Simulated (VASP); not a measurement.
Computed with PBE GGA, VASP's PBE PAW potentials (set 64) (plane waves; VASP 6.6.1).

Input for VASP

**KPOINTS**
```
K-points
0
gamma
 7 7 10
0 0 0
```

INCAR:
```
LCHARG = .FALSE.
EDIFF = 1E-6   # SCF stop (eV)
LASPH = .TRUE.
LREAL = .FALSE.   # projection in real space or not
LORBIT = 11   # lm-projected
ISMEAR = -1
SYSTEM = Co
GGA = PE
SIGMA = 0.1
LWAVE = .FALSE.
ISIF = 2   # forces and stress, cell fixed
PREC = Accurate
ENCUT = 300   # plane-wave cut-off (eV)
ALGO = Normal   # blocked Davidson
ISPIN = 2
MAGMOM = 3*3.0
NELM = 100   # most electronic steps
LMAXMIX = 4   # l cut-off of mixed one-centre charges
```

**POSCAR**
```
Co
1
    3.8917020000     0.0000000000     0.0000000000
   -1.9458510000     3.3703130000     0.0000000000
    0.0000000000     0.0000000000     2.3669960000
Co
3
Direct
  0.0000000000   0.0000000000   0.0000000000
  0.3333330000   0.6666670000   0.5000000000
  0.6666670000   0.3333330000   0.5000000000
```

POTCAR, in this order: Co (PBE.64 set). Program: vasp_std.

Output

### OUTCAR
```
 ion  position               nearest neighbor table
   1  0.000  0.000  0.000-   2 2.54   3 2.54   2 2.54   3 2.54   3 2.54   3 2.54   2 2.54   2 2.54
                             3 2.54   3 2.54   2 2.54   2 2.54
   2  0.333  0.667  0.500-   3 2.25   3 2.25   3 2.25   1 2.54   1 2.54   1 2.54   1 2.54   1 2.54
                             1 2.54
   3  0.667  0.333  0.500-   2 2.25   2 2.25   2 2.25   1 2.54   1 2.54   1 2.54   1 2.54   1 2.54
                             1 2.54
  LATTYP: Found a hexagonal cell.
 ALAT       =     3.8917020000
 C/A-ratio  =     0.6082161481
 Subroutine PRICEL returns:
 Original cell was already a primitive cell.
 Subroutine GETGRP returns: Found 24 space group operations
The static configuration has the point symmetry D_6h.
The dynamic configuration has the point symmetry D_6h.
The overall configuration has the point symmetry D_6h.
 Subroutine INISYM returns: Found 24 space group operations
 Subroutine IBZKPT returns following result:
 Found     48 irreducible k-points:

 Following reciprocal coordinates:
            Coordinates               Weight
  0.000000  0.000000  0.000000      1.000000
  0.142857  0.000000  0.000000      6.000000
  0.285714 -0.000000  0.000000      6.000000
...
```

### OSZICAR
```
       N       E                     dE             d eps       ncg     rms          rms(c)
DAV:   1     0.114753032817E+03    0.11475E+03   -0.83776E+03  4512   0.108E+03
DAV:   2    -0.185965643266E+02   -0.13335E+03   -0.12439E+03  4242   0.242E+02
DAV:   3    -0.228148523768E+02   -0.42183E+01   -0.41355E+01  4674   0.595E+01
DAV:   4    -0.228826298850E+02   -0.67778E-01   -0.67755E-01  6216   0.601E+00
DAV:   5    -0.228831912938E+02   -0.56141E-03   -0.56140E-03  4862   0.542E-01    0.206E+01
DAV:   6    -0.215836330702E+02    0.12996E+01   -0.17497E+01  4752   0.675E+01    0.117E+01
DAV:   7    -0.267632908731E+02   -0.51797E+01   -0.30863E+01  4916   0.106E+02    0.369E+01
DAV:   8    -0.207905399472E+02    0.59728E+01   -0.24830E+01  5178   0.506E+01    0.434E+00
DAV:   9    -0.208271134236E+02   -0.36573E-01   -0.42256E-01  4582   0.677E+00    0.268E+00
DAV:  10    -0.208392024530E+02   -0.12089E-01   -0.36561E-02  5304   0.256E+00    0.146E+00
DAV:  11    -0.208422175962E+02   -0.30151E-02   -0.49105E-02  6236   0.307E+00    0.693E-01
DAV:  12    -0.208420875389E+02    0.13006E-03   -0.71829E-03  5474   0.980E-01    0.318E-01
DAV:  13    -0.208421995656E+02   -0.11203E-03   -0.12109E-03  6094   0.313E-01    0.135E-01
DAV:  14    -0.208422805202E+02   -0.80955E-04   -0.19569E-04  6118   0.204E-01    0.533E-02
DAV:  15    -0.208422966400E+02   -0.16120E-04   -0.34450E-05  5760   0.137E-01    0.123E-02
DAV:  16    -0.208422969277E+02   -0.28776E-06   -0.11698E-05  4104   0.343E-02    0.120E-02
DAV:  17    -0.208422959661E+02    0.96160E-06   -0.16158E-06  2364   0.290E-02
   1 F= -.20842296E+02 E0= -.20801478E+02  d E =-.816352E-01  mag=     4.8137
```

**OUTCAR**
```
------------------------ aborting loop because EDIFF is reached ----------------------------------------
  FORCE on cell =-STRESS in cart. coord.  units (eV):
  Direction    XX          YY          ZZ          XY          YZ          ZX
  --------------------------------------------------------------------------------------
  Total        2.5470459      2.5470462      3.3854741      0.0000000     -0.0000000      0.0000000
  in kB      131.4437706    131.4437865    174.7120024      0.0000000     -0.0000000      0.0000000
  external PRESSURE =     145.8665198 kB  Pullay stress =       0.0000000 kB
  volume of cell :       31.05
      direct lattice vectors                 reciprocal lattice vectors
     3.891702000  0.000000000  0.000000000     0.256956982  0.148354174  0.000000000
    -1.945851000  3.370313000  0.000000000     0.000000000  0.296708347  0.000000000
     0.000000000  0.000000000  2.366996000     0.000000000  0.000000000  0.422476422
 POSITION                                       TOTAL-FORCE (eV/Angst)
 -----------------------------------------------------------------------------------
      0.00000      0.00000      0.00000        -0.000000      0.000000      0.000000
     -0.00000      2.24688      1.18350         0.000000      0.000000      0.000000
      1.94585      1.12344      1.18350        -0.000000      0.000000      0.000000
 -----------------------------------------------------------------------------------
    total drift:                                0.000000     -0.000000      0.000000
  FREE ENERGIE OF THE ION-ELECTRON SYSTEM (eV)
  ---------------------------------------------------
  free  energy   TOTEN  =       -20.8422959661 eV

  energy  without entropy=      -20.7606607526  energy(sigma->0) =      -20.80147836

 total charge

# of ion       s       p       d       tot
------------------------------------------
    1        0.492   0.549   7.274   8.314
    2        0.525   0.577   7.306   8.408
    3        0.525   0.577   7.306   8.408
--------------------------------------------------
tot          1.542   1.702  21.886  25.130

 magnetization (x)

# of ion       s       p       d       tot
------------------------------------------
    1       -0.008  -0.052   1.648   1.588
    2       -0.010  -0.045   1.680   1.625
    3       -0.010  -0.045   1.680   1.625
--------------------------------------------------
tot         -0.029  -0.142   5.009   4.838
```
(Selected blocks of OUTCAR.)

File OUTCAR:
```
 val. band max:       11.0383289561   @ k =   0.4286   0.0000   0.4000

 cond. band min:      11.0712434235   @ k =   0.4286   0.0000   0.5000


 Fermi energy:        11.0703323991

 spin component 1

 k-point     1 :       0.0000    0.0000    0.0000
  band No.  band energies     occupation
      1       1.7551      1.00000
      2       6.0791      1.00000
      3       7.4305      1.00000
      4       7.4306      1.00000
      5       7.4758      1.00000
      6       7.4758      1.00000
      7       7.6631      1.00000
      8       8.0725      1.00000
      9       8.6020      1.00000
     10       8.6020      1.00000
     11       8.9812      1.00000
     12       8.9812      1.00000
     13       9.1811      1.00000
     14       9.1811      1.00000
     15      10.4215      0.99848
     16      10.4215      0.99848
     17      17.6778      0.00000
     18      17.6778      0.00000
     19      17.6782      0.00000
     20      17.6783      0.00000
     21      20.4851      0.00000
     22      20.5410      0.00000

 k-point     2 :       0.1429    0.0000    0.0000
  band No.  band energies     occupation
      1       2.0500      1.00000
      2       6.1179      1.00000
      3       6.8423      1.00000
      4       7.1531      1.00000
      5       7.3589      1.00000
      6       7.8232      1.00000
      7       8.0466      1.00000
      8       8.1773      1.00000
      9       8.5017      1.00000
     10       8.7683      1.00000
     11       8.7849      1.00000
     12       8.8413      1.00000
     13       9.4059      1.00000
     14       9.4404      1.00000
     15      10.2726      0.99966
     16      10.3962      0.99882
     17      14.8761      0.00000
     18      15.4305      0.00000
     19      18.5185      0.00000
     20      20.1591      0.00000
     21      21.5864      0.00000
     22      22.5496      0.00000

 k-point     3 :       0.2857   -0.0000    0.0000
...
```

At this cut-off the stress carries a Pulay error, which pulls relaxed volumes low.

The structure was generated: Co was put into an ordered model structure, which need not be its known phase. The cell was not relaxed at this level, and its volume differs by -5.9 % from the start's.
